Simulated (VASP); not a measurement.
These are MS2 meta-GGA, VASP's PBE PAW potentials (set 64) (plane waves; VASP) values and carry that method's errors.

A VASP calculation is set up with these files.

### INCAR
```
LCHARG = .FALSE.
METAGGA = MS2
EDIFF = 1E-7   ! SCF stop (eV)
NSW = 30
NELM = 100   ! most electronic steps
EDIFFG = -0.01
ENCUT = 520   ! plane-wave cut-off (eV)
LWAVE = .FALSE.
ISMEAR = 0   ! Gaussian
LREAL = .FALSE.
SIGMA = 0.05   ! width (eV)
LASPH = .TRUE.   ! aspherical one-centre terms
LMAXMIX = 4   ! l cut-off of mixed one-centre charges
ISIF = 4   ! ions and shape, fixed volume
ALGO = Normal
SYSTEM = TiO2
IBRION = 2   ! conjugate gradients
PREC = Accurate
LMIXTAU = .TRUE.
```

KPOINTS:
```
Automatic mesh
0
Gamma
 5 5 8
0 0 0
```

### POSCAR
```
TiO2
1
    4.6517323557     0.0000000000     0.0000000000
    0.0000000000     4.6517323557     0.0000000000
    0.0000000000     0.0000000000     2.9930112541
Ti O
2 4
Direct
  0.0000000000   0.0000000000   0.0000000000
  0.5000000000   0.5000000000   0.5000000000
  0.3042998600   0.3042998600   0.0000000000
  0.8042998600   0.1957001400   0.5000000000
  0.1957001400   0.8042998600   0.5000000000
  0.6957001400   0.6957001400   0.0000000000
```

POTCAR, in this order: Ti_sv O (PBE.64 set). Program: vasp_std.

The resulting files:

**OSZICAR**
```
       N       E                     dE             d eps       ncg     rms          rms(c)
DAV:   1     0.621736889790E+03    0.62174E+03   -0.23298E+04  1688   0.189E+03
DAV:   2    -0.127569507572E+02   -0.63449E+03   -0.61671E+03  1876   0.570E+02
DAV:   3    -0.120006100566E+03   -0.10725E+03   -0.10503E+03  2588   0.210E+02
DAV:   4    -0.125564645302E+03   -0.55585E+01   -0.55513E+01  2404   0.481E+01
DAV:   5    -0.125820234671E+03   -0.25559E+00   -0.25552E+00  2348   0.841E+00    0.308E+01
DAV:   6    -0.775219915934E+02    0.48298E+02   -0.12830E+02  2164   0.125E+02    0.107E+01
DAV:   7    -0.740783108752E+02    0.34437E+01   -0.25716E+01  1812   0.392E+01    0.656E+00
DAV:   8    -0.721380840893E+02    0.19402E+01   -0.77390E+00  2432   0.212E+01    0.409E+00
DAV:   9    -0.724294407486E+02   -0.29136E+00   -0.94298E-01  2012   0.821E+00    0.269E+00
DAV:  10    -0.731191569972E+02   -0.68972E+00   -0.20687E+00  2656   0.149E+01    0.244E+00
DAV:  11    -0.726621236594E+02    0.45703E+00   -0.86825E-01  2704   0.924E+00    0.756E-01
DAV:  12    -0.728188677960E+02   -0.15674E+00   -0.21769E-01  2080   0.447E+00    0.438E-01
DAV:  13    -0.728086093340E+02    0.10258E-01   -0.22353E-02  2804   0.141E+00    0.278E-01
DAV:  14    -0.728088863148E+02   -0.27698E-03   -0.57128E-03  1944   0.845E-01    0.209E-01
DAV:  15    -0.728078899594E+02    0.99636E-03   -0.18470E-03  2152   0.395E-01    0.620E-02
DAV:  16    -0.728078420557E+02    0.47904E-04   -0.42199E-04  2008   0.228E-01    0.557E-02
DAV:  17    -0.728078054282E+02    0.36627E-04   -0.14430E-04  2520   0.878E-02    0.282E-02
DAV:  18    -0.728077587165E+02    0.46712E-04   -0.16476E-04  2624   0.106E-01    0.989E-03
DAV:  19    -0.728077862670E+02   -0.27550E-04   -0.20495E-05  2324   0.372E-02    0.465E-03
DAV:  20    -0.728077826807E+02    0.35862E-05   -0.25080E-06  2012   0.164E-02    0.142E-03
DAV:  21    -0.728077834550E+02   -0.77430E-06   -0.25064E-07  1564   0.437E-03    0.801E-04
DAV:  22    -0.728077837682E+02   -0.31317E-06   -0.26039E-07  1484   0.641E-03    0.611E-04
DAV:  23    -0.728077823787E+02    0.13895E-05   -0.62366E-08  1184   0.249E-03    0.498E-04
DAV:  24    -0.728077814172E+02    0.96143E-06   -0.15819E-08  1148   0.132E-03    0.275E-04
DAV:  25    -0.728077810011E+02    0.41617E-06   -0.45464E-09  1108   0.698E-04    0.104E-04
DAV:  26    -0.728077806411E+02    0.35993E-06   -0.26113E-09  1092   0.518E-04    0.868E-05
DAV:  27    -0.728077805023E+02    0.13887E-06   -0.22188E-09  1088   0.672E-04    0.956E-05
DAV:  28    -0.728077806696E+02   -0.16737E-06   -0.49444E-10  1072   0.237E-04    0.574E-05
DAV:  29    -0.728077807231E+02   -0.53486E-07   -0.13193E-10  1064   0.117E-04
   1 F= -.72807781E+02 E0= -.72807781E+02  d E =-.728078E+02
       N       E                     dE             d eps       ncg     rms          rms(c)
DAV:   1    -0.728092284607E+02   -0.14478E-02   -0.16608E+00  1688   0.105E+01    0.561E-01
DAV:   2    -0.728100642573E+02   -0.83580E-03   -0.90740E-02  1688   0.236E+00    0.342E-01
DAV:   3    -0.728110855252E+02   -0.10213E-02   -0.14934E-02  1784   0.125E+00    0.158E-01
DAV:   4    -0.728113021444E+02   -0.21662E-03   -0.61166E-03  1784   0.757E-01    0.398E-02
DAV:   5    -0.728111121544E+02    0.18999E-03   -0.20691E-03  1712   0.471E-01    0.301E-02
DAV:   6    -0.728109681369E+02    0.14402E-03   -0.17138E-04  1924   0.147E-01    0.166E-02
DAV:   7    -0.728109540978E+02    0.14039E-04   -0.33783E-05  2560   0.569E-02    0.704E-03
DAV:   8    -0.728109547140E+02   -0.61616E-06   -0.30570E-05  2408   0.565E-02    0.336E-03
DAV:   9    -0.728109508737E+02    0.38402E-05   -0.52535E-06  2248   0.219E-02    0.169E-03
DAV:  10    -0.728109497407E+02    0.11330E-05   -0.16967E-06  2564   0.106E-02    0.133E-03
DAV:  11    -0.728109489254E+02    0.81532E-06   -0.42816E-07  1888   0.618E-03    0.736E-04
DAV:  12    -0.728109476888E+02    0.12366E-05   -0.12638E-07  1140   0.367E-03    0.402E-04
DAV:  13    -0.728109476060E+02    0.82834E-07   -0.30080E-08  1044   0.163E-03
   2 F= -.72810948E+02 E0= -.72810948E+02  d E =-.316688E-02
```

### OUTCAR
```
------------------------ aborting loop because EDIFF is reached ----------------------------------------
  FORCE on cell =-STRESS in cart. coord.  units (eV):
  Direction    XX          YY          ZZ          XY          YZ          ZX
  --------------------------------------------------------------------------------------
  Total       -2.5321408     -2.5321408     -2.6039015      0.0000000      0.0000000      0.0000000
  in kB      -62.6412829    -62.6412829    -64.4165335      0.0000000      0.0000000      0.0000000
  external PRESSURE =     -63.2330331 kB  Pullay stress =       0.0000000 kB
  volume of cell :       64.76
      direct lattice vectors                 reciprocal lattice vectors
     4.659686068 -0.000000000  0.000000000     0.214606732  0.000000000  0.000000000
     0.000000000  4.659686068  0.000000000     0.000000000  0.214606732  0.000000000
     0.000000000  0.000000000  2.982802311     0.000000000  0.000000000  0.335255205
 POSITION                                       TOTAL-FORCE (eV/Angst)
 -----------------------------------------------------------------------------------
      0.00000     -0.00000      0.00000         0.000000      0.000000     -0.000000
      2.32984      2.32984      1.49140         0.000000      0.000000     -0.000000
      1.42280      1.42280      2.98280         0.005756      0.005756      0.000000
      3.75264      0.90704      1.49140         0.005756     -0.005756     -0.000000
      0.90704      3.75264      1.49140        -0.005756      0.005756     -0.000000
      3.23689      3.23689      0.00000        -0.005756     -0.005756     -0.000000
 -----------------------------------------------------------------------------------
    total drift:                               -0.000000      0.000000     -0.000000
  FREE ENERGIE OF THE ION-ELECTRON SYSTEM (eV)
  ---------------------------------------------------
  free  energy   TOTEN  =       -72.8109476060 eV

  energy  without entropy=      -72.8109476060  energy(sigma->0) =      -72.81094761

 reached required accuracy - stopping structural energy minimisation
```
(Selected blocks of OUTCAR.)

CONTCAR:
```
TiO2
   1.00000000000000
     4.6596860684496901   -0.0000000000000000    0.0000000000000000
     0.0000000000000000    4.6596860684496901    0.0000000000000000
     0.0000000000000000    0.0000000000000000    2.9828023111229429
  Ti              O
     2     4
Direct
     0.0000000000000000    0.0000000000000000    0.0000000000000000
     0.5000000000000000    0.5000000000000000    0.5000000000000000
     0.3053426701468291    0.3053426701468291    1.0000000000000000
     0.8053426701468290    0.1946573298531709    0.5000000000000000
     0.1946573298531709    0.8053426701468290    0.5000000000000000
     0.6946573298531710    0.6946573298531710    0.0000000000000000
```

### OUTCAR
```
 val. band max:        4.3126992934   @ k =   0.0000   0.0000   0.0000

 cond. band min:       6.4770689455   @ k =   0.0000   0.0000   0.0000


 Fermi energy:         4.5340805963

 k-point     1 :       0.0000    0.0000    0.0000
  band No.  band energies     occupation
      1     -55.2550      2.00000
      2     -55.2419      2.00000
      3     -30.1035      2.00000
      4     -30.1035      2.00000
      5     -29.9584      2.00000
      6     -29.9584      2.00000
      7     -29.9403      2.00000
      8     -29.9131      2.00000
      9     -14.9911      2.00000
     10     -13.9497      2.00000
     11     -13.3098      2.00000
     12     -13.3098      2.00000
     13      -1.3993      2.00000
     14      -0.9322      2.00000
     15      -0.4036      2.00000
     16       0.5323      2.00000
     17       0.5323      2.00000
     18       1.7236      2.00000
     19       1.7236      2.00000
     20       2.2968      2.00000
     21       3.5457      2.00000
     22       3.8370      2.00000
     23       3.8370      2.00000
     24       4.3127      2.00000
     25       6.4771      0.00000
     26       6.7497      0.00000
     27       7.0192      0.00000
     28       7.0975      0.00000

 k-point     2 :       0.2000    0.0000    0.0000
  band No.  band energies     occupation
      1     -55.2537      2.00000
      2     -55.2431      2.00000
      3     -30.0921      2.00000
      4     -30.0912      2.00000
      5     -29.9717      2.00000
      6     -29.9708      2.00000
      7     -29.9376      2.00000
      8     -29.9157      2.00000
      9     -14.8680      2.00000
     10     -13.9679      2.00000
     11     -13.4126      2.00000
     12     -13.3514      2.00000
     13      -1.1645      2.00000
     14      -0.7940      2.00000
     15      -0.1613      2.00000
     16       0.5448      2.00000
     17       0.5534      2.00000
     18       1.5181      2.00000
     19       1.6643      2.00000
     20       2.3343      2.00000
...
```

The compound is TiO2 in the rutile structure. This cell is one point of a volume scan, at 1.03 of the reference volume. Symmetry was kept, so distortions that lower it aren't found.
